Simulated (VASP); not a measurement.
These are r2SCAN meta-GGA, VASP's PBE PAW potentials (set 64) (plane waves; VASP) values and carry that method's errors.

The input files of a VASP run:

### POSCAR
```
GePt
1
    3.1201540000     0.0000000000     0.0000000000
    0.0000000000     3.1201540000     0.0000000000
    0.0000000000     0.0000000000     3.1201540000
Pt Ge
1 1
Direct
  0.0000000000   0.0000000000   0.0000000000
  0.5000000000   0.5000000000   0.5000000000
```

**INCAR**
```
! general
SYSTEM   =  GePt
PREC     =  Accurate
ENCUT    =  400
LREAL    =  F
LASPH    =  T

! electronic loop
EDIFF    =  1E-6
NELM     =  100
ALGO     =  Normal
LMAXMIX  =  6
LMIXTAU  =  T

! smearing
ISMEAR   =  1
SIGMA    =  0.1

! functional
METAGGA  =  R2SCAN

! ions
IBRION   =  2
NSW      =  60
ISIF     =  3
EDIFFG   =  -0.01

! output
LWAVE    =  F
LCHARG   =  F
```

KPOINTS:
```
Automatic mesh
0
Gamma
11 11 11
0 0 0
```

POTCAR, in this order: Pt Ge_d (PBE.64 set). Program: vasp_std.

Output of the run:

OSZICAR:
```
       N       E                     dE             d eps       ncg     rms          rms(c)
DAV:   1     0.701861153716E+02    0.70186E+02   -0.11193E+04  2056   0.333E+03
DAV:   2    -0.590819470391E+02   -0.12927E+03   -0.12641E+03  1960   0.520E+02
DAV:   3    -0.699166645501E+02   -0.10835E+02   -0.10745E+02  2128   0.103E+02
DAV:   4    -0.700995725317E+02   -0.18291E+00   -0.18290E+00  2088   0.130E+01
DAV:   5    -0.701036153303E+02   -0.40428E-02   -0.40428E-02  2352   0.203E+00    0.113E+01
DAV:   6    -0.653511195829E+02    0.47525E+01   -0.46671E+00  1856   0.177E+01    0.662E+00
DAV:   7    -0.653913011725E+02   -0.40182E-01   -0.43261E-01  1984   0.521E+00    0.383E+00
DAV:   8    -0.653874463887E+02    0.38548E-02   -0.73739E-02  1896   0.180E+00    0.794E-01
DAV:   9    -0.653955746160E+02   -0.81282E-02   -0.32800E-02  2024   0.163E+00    0.852E-02
DAV:  10    -0.653975230084E+02   -0.19484E-02   -0.31190E-03  1968   0.533E-01    0.672E-02
DAV:  11    -0.653976767382E+02   -0.15373E-03   -0.46680E-04  1904   0.219E-01    0.521E-02
DAV:  12    -0.653978635545E+02   -0.18682E-03   -0.32257E-04  1944   0.172E-01    0.643E-03
DAV:  13    -0.653979024007E+02   -0.38846E-04   -0.41934E-05  1872   0.618E-02    0.273E-03
DAV:  14    -0.653979035279E+02   -0.11272E-05   -0.13957E-06  1808   0.152E-02    0.329E-03
DAV:  15    -0.653979034247E+02    0.10322E-06   -0.24407E-06  1312   0.155E-02
   1 F= -.65397903E+02 E0= -.65397062E+02  d E =-.653979E+02
       N       E                     dE             d eps       ncg     rms          rms(c)
DAV:   1    -0.669946808322E+02   -0.15968E+01   -0.27329E+01  2192   0.956E+01    0.787E+00
DAV:   2    -0.656320106309E+02    0.13627E+01   -0.48488E+00  2088   0.223E+01    0.406E+00
DAV:   3    -0.654737762817E+02    0.15823E+00   -0.34686E-01  2416   0.917E+00    0.225E+00
DAV:   4    -0.653841335997E+02    0.89643E-01   -0.17859E-01  2256   0.587E+00    0.601E-01
DAV:   5    -0.653828271342E+02    0.13065E-02   -0.38478E-02  2288   0.227E+00    0.243E-01
DAV:   6    -0.653862946160E+02   -0.34675E-02   -0.88712E-03  2152   0.794E-01    0.728E-02
DAV:   7    -0.653873067688E+02   -0.10122E-02   -0.72583E-04  1872   0.270E-01    0.398E-02
DAV:   8    -0.653873019431E+02    0.48257E-05   -0.16210E-04  2152   0.119E-01    0.854E-03
DAV:   9    -0.653873554632E+02   -0.53520E-04   -0.51269E-05  1880   0.619E-02    0.214E-03
DAV:  10    -0.653873546031E+02    0.86008E-06   -0.12856E-06  1504   0.112E-02
   2 F= -.65387355E+02 E0= -.65386643E+02  d E =0.105488E-01
       N       E                     dE             d eps       ncg     rms          rms(c)
DAV:   1    -0.659419784593E+02   -0.55462E+00   -0.82651E+00  2200   0.445E+01    0.467E+00
DAV:   2    -0.654944770750E+02    0.44750E+00   -0.16560E+00  2048   0.135E+01    0.192E+00
DAV:   3    -0.654445592465E+02    0.49918E-01   -0.12783E-01  2376   0.584E+00    0.106E+00
DAV:   4    -0.654169820299E+02    0.27577E-01   -0.49861E-02  2312   0.322E+00    0.309E-01
DAV:   5    -0.654124148729E+02    0.45672E-02   -0.15621E-02  2304   0.155E+00    0.102E-01
DAV:   6    -0.654169035848E+02   -0.44887E-02   -0.37810E-03  2088   0.418E-01    0.336E-02
DAV:   7    -0.654169076512E+02   -0.40664E-05   -0.18546E-04  2248   0.147E-01    0.255E-02
DAV:   8    -0.654168893298E+02    0.18321E-04   -0.38182E-05  2152   0.696E-02    0.538E-03
DAV:   9    -0.654168942492E+02   -0.49194E-05   -0.12243E-05  1864   0.383E-02    0.125E-03
DAV:  10    -0.654168970468E+02   -0.27977E-05   -0.18459E-06  1512   0.129E-02    0.622E-04
DAV:  11    -0.654168972869E+02   -0.24008E-06   -0.16954E-07   936   0.405E-03
   3 F= -.65416897E+02 E0= -.65416265E+02  d E =-.189939E-01
```

OUTCAR:
```
------------------------ aborting loop because EDIFF is reached ----------------------------------------
  FORCE on cell =-STRESS in cart. coord.  units (eV):
  Direction    XX          YY          ZZ          XY          YZ          ZX
  --------------------------------------------------------------------------------------
  Total        0.0112081      0.0112081      0.0112081      0.0000000      0.0000000      0.0000000
  in kB        0.5711773      0.5711773      0.5711773      0.0000000      0.0000000      0.0000000
  external PRESSURE =       0.5711773 kB  Pullay stress =       0.0000000 kB
  volume of cell :       31.44
      direct lattice vectors                 reciprocal lattice vectors
     3.156146780  0.000000000  0.000000000     0.316842045 -0.000000000 -0.000000000
     0.000000000  3.156146780 -0.000000000    -0.000000000  0.316842045 -0.000000000
     0.000000000  0.000000000  3.156146780    -0.000000000  0.000000000  0.316842045
 POSITION                                       TOTAL-FORCE (eV/Angst)
 -----------------------------------------------------------------------------------
      0.00000      0.00000      0.00000        -0.000000      0.000000      0.000000
      1.57807      1.57807      1.57807         0.000000     -0.000000      0.000000
 -----------------------------------------------------------------------------------
    total drift:                               -0.000000      0.000000      0.000000
  FREE ENERGIE OF THE ION-ELECTRON SYSTEM (eV)
  ---------------------------------------------------
  free  energy   TOTEN  =       -65.4168972869 eV

  energy  without entropy=      -65.4149994203  energy(sigma->0) =      -65.41626466

 reached required accuracy - stopping structural energy minimisation
```
(Selected blocks of OUTCAR.)

CONTCAR:
```
GePt
   1.00000000000000
     3.1561467800228296    0.0000000000000000    0.0000000000000000
     0.0000000000000000    3.1561467800228296   -0.0000000000000000
     0.0000000000000000    0.0000000000000000    3.1561467800228296
  Pt              Ge
     1     1
Direct
     0.0000000000000000    0.0000000000000000    0.0000000000000000
     0.5000000000000000    0.5000000000000000    0.5000000000000000
```

Energy and stress use the plane-wave basis of the starting cell.

The structure was generated: GePt was put into the CsCl type (Pm-3m), which need not be its known phase. This run relaxes it. Symmetry was kept, so distortions that lower it aren't found.
